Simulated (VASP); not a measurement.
These are PBE GGA, VASP's PBE PAW potentials (set 64) (plane waves; VASP 6.6.1) values and carry that method's errors.

VASP ran on this input.

### INCAR
```
SYSTEM = GaP
PREC = Accurate; ENCUT = 300; LREAL = .False.
LASPH = .True.
EDIFF = 1E-6; NELM = 100; ALGO = Normal
LMAXMIX = 4
ISMEAR = 0; SIGMA = 0.01
GGA = PE
IBRION = 2; NSW = 50; ISIF = 3
EDIFFG = -0.01
LWAVE = .False.; LCHARG = .False.
```

### POSCAR
```
GaP
1
    0.0000000000     2.7797810000     2.7797810000
    2.7797810000     0.0000000000     2.7797810000
    2.7797810000     2.7797810000     0.0000000000
Ga P
1 1
Direct
  0.0000000000   0.0000000000   0.0000000000
  0.2500000000   0.2500000000   0.2500000000
```

File KPOINTS:
```
Automatic mesh
0
Gamma
5 5 5
0 0 0
```

POTCAR, in this order: Ga_d P (PBE.64 set). Program: vasp_std.

What VASP printed:

OSZICAR:
```
       N       E                     dE             d eps       ncg     rms          rms(c)
DAV:   1     0.629041284283E+02    0.62904E+02   -0.74328E+03   260   0.148E+03
DAV:   2    -0.468495928112E+01   -0.67589E+02   -0.65459E+02   290   0.246E+02
DAV:   3    -0.926496147993E+01   -0.45800E+01   -0.45555E+01   333   0.620E+01
DAV:   4    -0.933596200473E+01   -0.71001E-01   -0.70986E-01   327   0.861E+00
DAV:   5    -0.933703854266E+01   -0.10765E-02   -0.10765E-02   338   0.860E-01    0.406E+00
DAV:   6    -0.909638452800E+01    0.24065E+00   -0.47583E-01   389   0.118E+01    0.265E+00
DAV:   7    -0.907365501803E+01    0.22730E-01   -0.10697E-01   338   0.224E+00    0.111E+00
DAV:   8    -0.907418558138E+01   -0.53056E-03   -0.14339E-02   300   0.173E+00    0.129E-01
DAV:   9    -0.907458732006E+01   -0.40174E-03   -0.16206E-03   348   0.704E-01    0.923E-02
DAV:  10    -0.907466878390E+01   -0.81464E-04   -0.13288E-04   342   0.113E-01    0.475E-02
DAV:  11    -0.907475685058E+01   -0.88067E-04   -0.13472E-04   290   0.118E-01    0.663E-03
DAV:  12    -0.907475578394E+01    0.10666E-05   -0.55657E-06   310   0.352E-02    0.252E-03
DAV:  13    -0.907475614012E+01   -0.35617E-06   -0.12450E-06   251   0.104E-02
   1 F= -.90747561E+01 E0= -.90747561E+01  d E =-.907476E+01
       N       E                     dE             d eps       ncg     rms          rms(c)
DAV:   1    -0.935308765274E+01   -0.27833E+00   -0.34730E+00   335   0.363E+01    0.312E+00
DAV:   2    -0.913827667475E+01    0.21481E+00   -0.42660E-01   320   0.184E+01    0.137E+00
DAV:   3    -0.908748356438E+01    0.50793E-01   -0.53824E-02   345   0.476E+00    0.357E-01
DAV:   4    -0.908246847782E+01    0.50151E-02   -0.54979E-03   293   0.945E-01    0.142E-01
DAV:   5    -0.908162298017E+01    0.84550E-03   -0.55573E-04   331   0.352E-01    0.279E-02
DAV:   6    -0.908162205241E+01    0.92776E-06   -0.20611E-05   382   0.411E-02    0.130E-02
DAV:   7    -0.908162365200E+01   -0.15996E-05   -0.23859E-06   297   0.141E-02    0.737E-03
DAV:   8    -0.908162442314E+01   -0.77114E-06   -0.93264E-07   211   0.111E-02
   2 F= -.90816244E+01 E0= -.90816244E+01  d E =-.686828E-02
       N       E                     dE             d eps       ncg     rms          rms(c)
DAV:   1    -0.910757412632E+01   -0.25950E-01   -0.32676E-01   340   0.120E+01    0.917E-01
DAV:   2    -0.908869213940E+01    0.18882E-01   -0.33104E-02   325   0.425E+00    0.423E-01
DAV:   3    -0.908379351511E+01    0.48986E-02   -0.64649E-03   345   0.170E+00    0.929E-02
DAV:   4    -0.908338187607E+01    0.41164E-03   -0.53801E-04   295   0.367E-01    0.409E-02
DAV:   5    -0.908330226836E+01    0.79608E-04   -0.44113E-05   295   0.990E-02    0.121E-02
DAV:   6    -0.908330062298E+01    0.16454E-05   -0.37017E-06   290   0.304E-02    0.628E-03
DAV:   7    -0.908330075188E+01   -0.12890E-06   -0.31035E-07   165   0.954E-03
   3 F= -.90833008E+01 E0= -.90833008E+01  d E =-.854461E-02
```

File OUTCAR:
```
------------------------ aborting loop because EDIFF is reached ----------------------------------------
  FORCE on cell =-STRESS in cart. coord.  units (eV):
  Direction    XX          YY          ZZ          XY          YZ          ZX
  --------------------------------------------------------------------------------------
  Total       -0.0061110     -0.0061110     -0.0061110     -0.0000000     -0.0000000      0.0000000
  in kB       -0.2346785     -0.2346785     -0.2346785     -0.0000000     -0.0000000      0.0000000
  external PRESSURE =      -0.2346785 kB  Pullay stress =       0.0000000 kB
  volume of cell :       41.72
      direct lattice vectors                 reciprocal lattice vectors
     0.000000000  2.752785366  2.752785366    -0.181634212  0.181634212  0.181634212
     2.752785366 -0.000000000  2.752785366     0.181634212 -0.181634212  0.181634212
     2.752785366  2.752785366 -0.000000000     0.181634212  0.181634212 -0.181634212
  FREE ENERGIE OF THE ION-ELECTRON SYSTEM (eV)
  ---------------------------------------------------
  free  energy   TOTEN  =        -9.0833007519 eV

  energy  without entropy=       -9.0833007519  energy(sigma->0) =       -9.08330075

 reached required accuracy - stopping structural energy minimisation
```
(Selected blocks of OUTCAR.)

**CONTCAR**
```
GaP
   1.00000000000000
     0.0000000000000000    2.7527853662398831    2.7527853662398831
     2.7527853662398831   -0.0000000000000000    2.7527853662398831
     2.7527853662398831    2.7527853662398831   -0.0000000000000000
  Ga              P
     1     1
Direct
     0.0000000000000000    0.0000000000000000    0.0000000000000000
     0.2500000000000000    0.2500000000000000    0.2500000000000000
```

At this cut-off the stress carries a Pulay error, which pulls relaxed volumes low. Energy and stress use the plane-wave basis of the starting cell.

The structure comes from a computed database's GaP entry; how it stands against other phases isn't given here. This run relaxes it. Symmetry was kept, so distortions that lower it aren't found. The run is one of a series of settings (EDIFFG = -0.01, IBRION = 2, ISIF = 3, NSW = 50 against the base run), some of them coarse on purpose.
